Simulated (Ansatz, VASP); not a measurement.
# Cross-check of Al between VASP and Ansatz, part 2 of 2

Wanted: the spread between two codes on one cell, functional and k mesh. Of the first pair: The structure shown is the start of the Ansatz relaxation below; VASP solves that cell, so the two are compared at the walk's first step.

VASP 6.6.1 and Ansatz 0.2.0.

So far. Step 4 (Differences): The forces differ by 1.7 meV/Å r.m.s., which is 3.2 % of the r.m.s. force of 0.053 eV/Å (both taken over all components). With vacuum in the cell, a pressure given here is an average over mostly empty space and none of the material.

### Step 6. VASP: single point, PBEsol, relaxed cell, pair 2

Level of this step: PBEsol; plane waves and PAW (Al) (VASP).

The same cell, functional, mesh and smearing now go to VASP, with its own data sets.

Input file INCAR:

```
SYSTEM = Al
PREC = Accurate
ENCUT = 400
EDIFF = 1E-06
NELM = 120
ISMEAR = -1
SIGMA = 0.05
LREAL = .FALSE.
ALGO = Normal
GGA = PS
NBANDS = 12
LORBIT = 11
LWAVE = .FALSE.
LCHARG = .FALSE.
ISIF = 2
LASPH = .TRUE.
GGA_COMPAT = .FALSE.
```

Input file POSCAR:

```
Al
1.0
    2.8637824638      0.0000000000      0.0000000000
    1.4318912319      2.4801083646      0.0000000000
    0.0000000000      0.0000000000     21.0148057707
Al
4
Direct
    0.0000000000      0.0000000000      0.6654015320
    0.6666666667      0.6666666667      0.5556338380
    0.3333333333      0.3333333333      0.4443661620
    0.0000000000      0.0000000000      0.3345984680
```

Input file KPOINTS:

```
Automatic mesh
0
Gamma
12 12 1
0 0 0
```

PAW data sets: Al (PBE family, release 64).

On the command line:

```bash
$ mpirun -np 1 vasp_std
```

Numbers of over 12 decimals in the logs are rounded to 6 here.

The program printed:

```text
[banner, memory and clock lines left out]
running    1 mpi-ranks, on    1 nodes
[...]
[... a notice as in an earlier step ...]

 LDA part: xc-table for (Slater+PW92), standard interpolation
 POSCAR, INCAR and KPOINTS ok, starting setup
[...]
entering main loop
       N       E                     dE             d eps       ncg     rms          rms(c)
DAV:   1     0.166782879676E+02    0.16678E+02   -0.34846E+03   456   0.582E+02
DAV:   2    -0.147414781330E+02   -0.31420E+02   -0.29825E+02   636   0.950E+01
DAV:   3    -0.160983782677E+02   -0.13569E+01   -0.13167E+01   620   0.192E+01
DAV:   4    -0.161425305394E+02   -0.44152E-01   -0.44131E-01   632   0.432E+00
[...]
DAV:  18    -0.154759146723E+02   -0.30069E-04   -0.37704E-06   460   0.443E-03    0.859E-04
DAV:  19    -0.154759165707E+02   -0.18985E-05   -0.10775E-07   460   0.144E-03    0.591E-04
DAV:  20    -0.154759170914E+02   -0.52071E-06   -0.19704E-08   364   0.628E-04
   1 F= -.15475917E+02 E0= -.15467516E+02  d E =-.168019E-01
```

Parts of OUTCAR (step 6):

```text
  Total       -1.7505145     -1.7505145     -0.3536713      0.0000000      0.0000000      0.0000000
  in kB      -18.7905818    -18.7905818     -3.7964205      0.0000000      0.0000000      0.0000000
  external PRESSURE =     -13.7925280 kB  Pullay stress =       0.0000000 kB

 POSITION                                       TOTAL-FORCE (eV/Angst)
 -----------------------------------------------------------------------------------
      0.00000      0.00000     13.98328        -0.000000     -0.000000      0.026925
      2.86378      1.65341     11.67654         0.000000     -0.000000     -0.226475
      1.43189      0.82670      9.33827        -0.000000      0.000000      0.226475
      0.00000      0.00000      7.03152        -0.000000     -0.000000     -0.026925
 -----------------------------------------------------------------------------------
    total drift:                               -0.000000      0.000000     -0.000000

  FREE ENERGIE OF THE ION-ELECTRON SYSTEM (eV)
  ---------------------------------------------------
  free  energy   TOTEN  =       -15.4759170914 eV

  energy  without entropy=      -15.4591152095  energy(sigma->0) =      -15.46751615

[... 2 parts as in an earlier step ...]

[... 1 further part left out ...]
[key lines of the parts left out:]
E-fermi :   1.3118
```

### Step 7. Side by side

Forces (eV/Å; atoms numbered as in POSCAR):

| atom | Ansatz x, y, z | VASP x, y, z |
| --- | --- | --- |
| Al1 | 0.000, 0.000, 0.023 | 0.000, 0.000, 0.027 |
| Al2 | 0.000, 0.000, -0.226 | 0.000, 0.000, -0.226 |
| Al3 | 0.000, 0.000, 0.226 | 0.000, 0.000, 0.226 |
| Al4 | 0.000, 0.000, -0.023 | 0.000, 0.000, -0.027 |

The forces differ by 1.7 meV/Å r.m.s., which is 1.8 % of the r.m.s. force of 0.093 eV/Å (both taken over all components). With vacuum in the cell, a pressure given here is an average over mostly empty space and none of the material.

### Step 8. Ansatz: single point, PBEsol, pair 3

With cell and atoms fixed, the geometry can't cause a difference; cores, projectors, grids and the points listed under the comparison can.

The cell is taken from a series of runs on this material, whose earlier steps may have relaxed, scaled, displaced or heated it; both programs get it as it stands.

Input file input.yaml:

```yaml
crystal:
  lattice:
    - [2.8637824638, 0.0, 0.0]
    - [1.4318912319, 2.4801083646, 0.0]
    - [0.0, 0.0, 21.0148057707]
  atoms:
    - { symbol: Al, position: [0.0, 0.0, 0.665401532] }
    - { symbol: Al, position: [0.6666666667, 0.6666666667, 0.555633838] }
    - { symbol: Al, position: [0.3333333333, 0.3333333333, 0.444366162] }
    - { symbol: Al, position: [0.0, 0.0, 0.334598468] }
kpoints:
  mp_grid: { grid: [18, 18, 1] }
scf:
  occupations: { method: fermi_dirac, width: 0.05 }
  n_extra_bands: 8
hamiltonian:
  xc: pbesol
  pseudopotentials: { kind: paw, azcp: { folder: soft_1 }, xc_functional: pbe }
output:
  forces: true
  write_potential: true
  volumetric_format: []
  dos:
    projected: true
    de: 0.05
    e_range: [-30, 12]
    method: { smearing: { sigma: 0.15, scheme: gaussian } }
  eigenstates:
    kpoints:
      - [-0.33333333, 0.33333333, 0.0]
      - [-0.36666667, 0.31666667, 0.0]
      - [-0.4, 0.3, 0.0]
      - [-0.43333333, 0.28333333, 0.0]
      - [-0.46666667, 0.26666667, 0.0]
      - [0.5, 0.25, 0.0]
      - [0.46666667, 0.23333333, 0.0]
      - [0.43333333, 0.21666667, 0.0]
      - [0.4, 0.2, 0.0]
      - [0.36666667, 0.18333333, 0.0]
      - [0.33333333, 0.16666667, 0.0]
      - [0.3, 0.15, 0.0]
      - [0.26666667, 0.13333333, 0.0]
      - [0.23333333, 0.11666667, 0.0]
      - [0.2, 0.1, 0.0]
      - [0.16666667, 0.08333333, 0.0]
      - [0.13333333, 0.06666667, 0.0]
      - [0.1, 0.05, 0.0]
      - [0.06666667, 0.03333333, 0.0]
      - [0.03333333, 0.01666667, 0.0]
      - [0.0, 0.0, 0.0]
      - [0.02777778, 0.0, 0.0]
      - [0.05555556, 0.0, 0.0]
      - [0.08333333, 0.0, 0.0]
      - [0.11111111, 0.0, 0.0]
      - [0.13888889, 0.0, 0.0]
      - [0.16666667, 0.0, 0.0]
      - [0.19444444, 0.0, 0.0]
      - [0.22222222, 0.0, 0.0]
      - [0.25, 0.0, 0.0]
      - [0.27777778, 0.0, 0.0]
      - [0.30555556, 0.0, 0.0]
      - [0.33333333, 0.0, 0.0]
      - [0.36111111, 0.0, 0.0]
      - [0.38888889, 0.0, 0.0]
      - [0.41666667, 0.0, 0.0]
      - [0.44444444, 0.0, 0.0]
      - [0.47222222, 0.0, 0.0]
      - [0.5, 0.0, 0.0]
      - [-0.48333333, 0.03333333, 0.0]
      - [-0.46666667, 0.06666667, 0.0]
      - [-0.45, 0.1, 0.0]
      - [-0.43333333, 0.13333333, 0.0]
      - [-0.41666667, 0.16666667, 0.0]
      - [-0.4, 0.2, 0.0]
      - [-0.38333333, 0.23333333, 0.0]
      - [-0.36666667, 0.26666667, 0.0]
      - [-0.35, 0.3, 0.0]
    e_range: [-8.0, 4.0]
    unfold:
      supercell_matrix: [[1, 0, 0], [0, 1, 0], [0, 0, 1]]
      layers:
        axis: 3
        edges: [0.144256, 0.418144, 0.581856, 0.583545, 0.855744]
```

On the command line:

```bash
$ ansatz run input.yaml --threads 4 --pin off --max-ram 11264MiB --backend cpu --events-out ev --progress --plain --runs-dir out
```

The program printed:

```text
[...]
Crystal: 4 atoms, lattice volume = 149.257 Å³
Basis set: ecut = 420 eV, 2951 PW (Γ), exchange–correlation on 40×40×288 points (8 copies of the dense FFT grid, shifted against one another)
Bands: 14, of which v1, the nominal top of the filled ones, is band 6 counted from 1 (5 counted from 0)
Symmetry: 12 space group operations
[...]
k-points: 37 of 324
[...]
--- Band table (eV; the first three rows and the last of 37) ---
  k-point 0: bands = [... 2 lower, -6.7698, -4.5369, -2.0813, 0.8185, 3.4237, 4.9959, 5.3164, 7.1990, ... 4 higher]
  k-point 1: bands = [... 2 lower, -6.6967, -4.4639, -2.0118, 0.8878, 3.4927, 5.0679, 5.3897, 7.2682, ... 4 higher]
  k-point 2: bands = [... 2 lower, -6.4778, -4.2452, -1.8035, 1.0947, 3.6970, 5.2815, 5.6078, 7.4456, ... 4 higher]
  k-point 36: bands = [... 2 lower, -1.6932, -0.8575, -0.8575, -0.7547, 0.6801, 0.6801, 1.6792, 3.1764, ... 4 higher]
[key lines of the parts left out:]
SCF converged after 8 iterations
Free energy (F): -2097.299198 eV
Fermi energy:    1.259474 eV
```

### Step 9. VASP: single point, PBEsol, pair 3

The same cell, functional, mesh and smearing now go to VASP, with its own data sets.

INCAR is that of step 6.

POSCAR is that of step 6.

Input file KPOINTS:

```
Automatic mesh
0
Gamma
18 18 1
0 0 0
```

On the command line:

```bash
$ mpirun -np 1 vasp_std
```

The program printed:

```text
[... set-up lines as in an earlier step ...]
 entering main loop
       N       E                     dE             d eps       ncg     rms          rms(c)
DAV:   1     0.194551846125E+02    0.19455E+02   -0.35608E+03   888   0.590E+02
DAV:   2    -0.146200262200E+02   -0.34075E+02   -0.32028E+02  1256   0.993E+01
DAV:   3    -0.161023929452E+02   -0.14824E+01   -0.14380E+01  1184   0.196E+01
DAV:   4    -0.161468357157E+02   -0.44443E-01   -0.44388E-01  1272   0.426E+00
[...]
DAV:  18    -0.154717434359E+02   -0.11019E-04   -0.80598E-07   904   0.240E-03    0.965E-04
DAV:  19    -0.154717445717E+02   -0.11359E-05   -0.42464E-08   760   0.841E-04    0.153E-04
DAV:  20    -0.154717446922E+02   -0.12053E-06   -0.79684E-09   748   0.435E-04
   1 F= -.15471745E+02 E0= -.15462440E+02  d E =-.186092E-01
```

OUTCAR, selected parts (step 9):

```text
  Total       -1.6473980     -1.6473980     -0.4023420     -0.0000000      0.0000000      0.0000000
  in kB      -17.6836970    -17.6836970     -4.3188679     -0.0000000      0.0000000      0.0000000
  external PRESSURE =     -13.2287539 kB  Pullay stress =       0.0000000 kB

 POSITION                                       TOTAL-FORCE (eV/Angst)
 -----------------------------------------------------------------------------------
      0.00000      0.00000     13.98328        -0.000000     -0.000000      0.014804
      2.86378      1.65341     11.67654         0.000000      0.000000     -0.211302
      1.43189      0.82670      9.33827        -0.000000     -0.000000      0.211302
      0.00000      0.00000      7.03152         0.000000     -0.000000     -0.014804
 -----------------------------------------------------------------------------------
    total drift:                               -0.000000     -0.000000     -0.000000

  FREE ENERGIE OF THE ION-ELECTRON SYSTEM (eV)
  ---------------------------------------------------
  free  energy   TOTEN  =       -15.4717446922 eV

  energy  without entropy=      -15.4531355248  energy(sigma->0) =      -15.46244011

[... 1 part as in an earlier step ...]

[... 2 further parts left out ...]
[key lines of the parts left out:]
E-fermi :   1.2932
```

### Step 10. Differences

Forces (eV/Å; atoms numbered as in POSCAR):

| atom | Ansatz x, y, z | VASP x, y, z |
| --- | --- | --- |
| Al1 | 0.000, 0.000, 0.010 | 0.000, 0.000, 0.015 |
| Al2 | 0.000, 0.000, -0.211 | 0.000, 0.000, -0.211 |
| Al3 | 0.000, 0.000, 0.211 | 0.000, 0.000, 0.211 |
| Al4 | 0.000, 0.000, -0.010 | 0.000, 0.000, -0.015 |

The forces differ by 1.9 meV/Å r.m.s., which is 2.2 % of the r.m.s. force of 0.086 eV/Å (both taken over all components). With vacuum in the cell, a pressure given here is an average over mostly empty space and none of the material.

### Step 11. Results

| Property | Result |
| --- | --- |
| r.m.s. force difference (single point, PBEsol, start cell, pair 1) | 1.7 meV/Å |
| r.m.s. force difference (single point, PBEsol, relaxed cell, pair 2) | 1.7 meV/Å |
| r.m.s. force difference (single point, PBEsol, pair 3) | 1.9 meV/Å |

**Reading.** The r.m.s. force difference is 1.9 meV/Å (single point, PBEsol, pair 3), within the 12 meV/Å picked in this series as the mark of a large difference. How closely two codes agree says nothing of how well the functional describes the real material.

[Lines on the potential files, build, host, timing and source positions are cut from VASP's logs without a mark.]

[Logs are printed without paths, hosts, clocks, repeated set-up lines and the standing remarks that a program may print on its own settings, such as how far it seeks lower states.]

[Hosts, paths, dates, database ids (printed as entryN), source tags and the programs' standing remarks are cut or masked in the printed files.]
